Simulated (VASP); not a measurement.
# C (P6_3/mmc) in VASP: notebook, part 2 of 2

VASP 6.6.1. Earlier steps stand in the parts before.

### 5 Single point, r2SCAN+rVV10

The input, INCAR:

```
ALGO     = Normal         # electronic algorithm
BPARAM   = 11.95        
CPARAM   = 0.0093       
EDIFF    = 1E-6           # SCF threshold, eV
ENCUT    = 520            # plane-wave cutoff, eV
ISIF     = 2              # what is computed and relaxed
ISMEAR   = -1             # smearing method
IVDW_NL  = 2            
LASPH    = True           # aspherical terms in the spheres
LCHARG   = False          # write CHGCAR
LMIXTAU  = True         
LREAL    = False          # projectors in reciprocal space
LUSE_VDW = True         
LWAVE    = False          # write WAVECAR
METAGGA  = R2SCAN         # meta-GGA
NELM     = 60             # most SCF steps
PREC     = Accurate       # precision mode
SIGMA    = 0.05           # smearing width, eV
```

The input, KPOINTS:

```
k-points
0
Gamma
  16 16 4
```

The input, POSCAR:

```
C
1.0
    2.4610000000      0.0000000000      0.0000000000
   -1.2305000000      2.1312885187      0.0000000000
    0.0000000000      0.0000000000      9.3912000000
C
4
Direct
    0.0000000000      0.0000000000      0.2500000000
    0.3333333333      0.6666666667      0.2500000000
    0.0000000000      0.0000000000      0.7500000000
    0.6666666667      0.3333333333      0.7500000000
```

Potentials or basis: VASP PAW PBE potentials, release 64 (C).

Launch:

```
cat potpaw_PBE.64/C/POTCAR > POTCAR
mpirun -np 1 vasp_std > vasp.out
```

OUTCAR:

```text
BPARAM = 11.95
   EDIFF = 1E-6
   ENCUT = 520
   ISIF = 2
   ISMEAR = -1
   IVDW_NL = 2
   LASPH = True
   LREAL = False
   METAGGA = R2SCAN
   NELM = 60
   PREC = Accurate

 ion  position               nearest neighbor table
   1  0.000  0.000  0.250-   2 1.42   2 1.42   2 1.42
   2  0.333  0.667  0.250-   1 1.42   1 1.42   1 1.42
   3  0.000  0.000  0.750-   4 1.42   4 1.42   4 1.42
   4  0.667  0.333  0.750-   3 1.42   3 1.42   3 1.42

  LATTYP: Found a hexagonal cell.
 ALAT       =     2.4610000000
 C/A-ratio  =     3.8160097521

  Lattice vectors:

 A1 = (   2.4610000000,   0.0000000000,   0.0000000000)
 A2 = (  -1.2305000000,   2.1312885187,   0.0000000000)
 A3 = (   0.0000000000,   0.0000000000,   9.3912000000)

Analysis of symmetry for initial positions (statically):
=====================================================================
 Subroutine PRICEL returns:
 Original cell was already a primitive cell.

 Routine SETGRP: Setting up the symmetry group for a
 hexagonal supercell.

 Subroutine GETGRP returns: Found 24 space group operations
[... 188 lines left out ...]
      7      -1.1135      2.00000
      8      -1.1135      2.00000
      9       4.8533      0.00000
     10       7.4164      0.00000
     11      10.7899      0.00000
     12      10.7910      0.00000
[... 331 lines left out ...]
 k-point    24 :       0.2500    0.1875    0.0000
  band No.  band energies     occupation
      1     -15.1630      2.00000
      2     -15.1539      2.00000
      3      -8.3005      2.00000
      4      -8.2976      2.00000
      5      -6.2502      2.00000
      6      -6.2482      2.00000
      7      -1.9959      2.00000
      8      -1.8015      2.00000
      9       6.4309      0.00000
     10       6.4888      0.00000
     11       9.4918      0.00000
     12      11.5189      0.00000

 [... further k-points ...]

------------------------ aborting loop because EDIFF is reached ----------------------------------------

  FORCE on cell =-STRESS in cart. coord.  units (eV):
  Direction    XX          YY          ZZ          XY          YZ          ZX
  --------------------------------------------------------------------------------------
  -------------------------------------------------------------------------------------
  Total       -0.3613862     -0.3613862     -0.3913505      0.0000000     -0.0000000      0.0000000
  in kB      -11.7545813    -11.7545813    -12.7292131      0.0000000     -0.0000000      0.0000000
  external PRESSURE =     -12.0794586 kB  Pullay stress =       0.0000000 kB

 VOLUME and BASIS-vectors are now :
 -----------------------------------------------------------------------------
  energy-cutoff  :      520.00
  volume of cell :       49.26
      direct lattice vectors                 reciprocal lattice vectors
     2.461000000  0.000000000  0.000000000     0.406338887  0.234599866  0.000000000
    -1.230500000  2.131288519  0.000000000     0.000000000  0.469199731  0.000000000
     0.000000000  0.000000000  9.391200000     0.000000000  0.000000000  0.106482665

 POSITION                                       TOTAL-FORCE (eV/Angst)
 -----------------------------------------------------------------------------------
      0.00000      0.00000      2.34780        -0.000000      0.000000     -0.000000
     -0.00000      1.42086      2.34780        -0.000000      0.000000      0.000000
      0.00000      0.00000      7.04340         0.000000     -0.000000      0.000000
      1.23050      0.71043      7.04340         0.000000     -0.000000     -0.000000
 -----------------------------------------------------------------------------------
    total drift:                                0.000000     -0.000000      0.000000

  FREE ENERGIE OF THE ION-ELECTRON SYSTEM (eV)
  ---------------------------------------------------
  free  energy   TOTEN  =       -39.2784822693 eV

  energy  without entropy=      -39.2784819927  energy(sigma->0) =      -39.27848213
```

stdout:

```text
POSCAR found type information on POSCAR C
 POSCAR found :  1 types and       4 ions
 scaLAPACK will be used
 -----------------------------------------------------------------------------
|                                                                             |
|                                                                             |
|     You have switched on vdW-DFT.                                           |
[... 25 lines left out ...]
Total rVV10 correction in eV:      0.3583460    16.1851679
Total rVV10 correction in eV:      0.3729188    16.1851673
Total rVV10 correction in eV:      0.3951502    16.1851673
Total rVV10 correction in eV:      0.4097970    16.1851673
Total rVV10 correction in eV:      0.4168882    16.1851673
Total rVV10 correction in eV:      0.4174834    16.1851673
[... 11 lines left out ...]
Total rVV10 correction in eV:      0.4226431    16.1851673
Total rVV10 correction in eV:      0.4226408    16.1851673
```

It took 3.2 min on 1 thread of Intel Xeon Platinum 8488C (Sapphire Rapids), shared host; peak memory 0.28 GiB.

What came out:

- Free energy: -39.2785 eV
- Pressure: -1.2 GPa
- Band gap on the k mesh: 1.24 eV, direct

Levels at points of the mesh, in eV from the valence-band top:
| k point | band 5 | band 6 | band 7 | band 8 | band 9 | band 10 | band 11 | band 12 |
| --- | --- | --- | --- | --- | --- | --- | --- | --- |
| (0.00, 0.00, 0.00) | -2.62 | -2.62 | -2.62 | -2.62 | 3.35 | 5.91 | 9.28 | 9.28 |
| (0.50, 0.00, 0.00) | -6.22 | -6.21 | -1.95 | -1.88 | 2.34 | 2.47 | 8.30 | 8.32 |
| (0.00, 0.00, 0.50) | -2.62 | -2.62 | -2.62 | -2.62 | 4.31 | 4.31 | 9.28 | 9.28 |
| (0.50, 0.00, 0.50) | -6.21 | -6.21 | -1.91 | -1.91 | 2.40 | 2.40 | 8.31 | 8.31 |

Caveat: the PAW data sets were made with another functional, which shifts forces and pressure a little.

### 6 Overview

| level | gap on the mesh (eV) | pressure (GPa) |
| --- | --- | --- |
| SCAN | 1.24 | -2.1 |
| SCAN+rVV10 | 1.24 | -2.3 |
| r2SCAN | 1.24 | -0.9 |
| r2SCAN+rVV10 | 1.24 | -1.2 |

Alike in all rows: task single point; potentials or basis VASP PAW PBE potentials, release 64 (C); no spin polarisation; cell as given; k mesh 16 × 16 × 4; cutoff (eV) 520; smearing fermi-dirac 0.05 eV.

On the cell as given the gap runs from 1.24 eV (SCAN+rVV10) to 1.24 eV (r2SCAN). The pressure there spans -2.3 GPa (SCAN+rVV10) to -0.9 GPa (r2SCAN); a positive pressure means that this level wants a larger cell, a negative one a smaller.

Caveats: the PAW data sets were made with another functional, which shifts forces and pressure a little.

Total energies depend on the potentials used, so only differences within one code and one set of settings carry meaning.
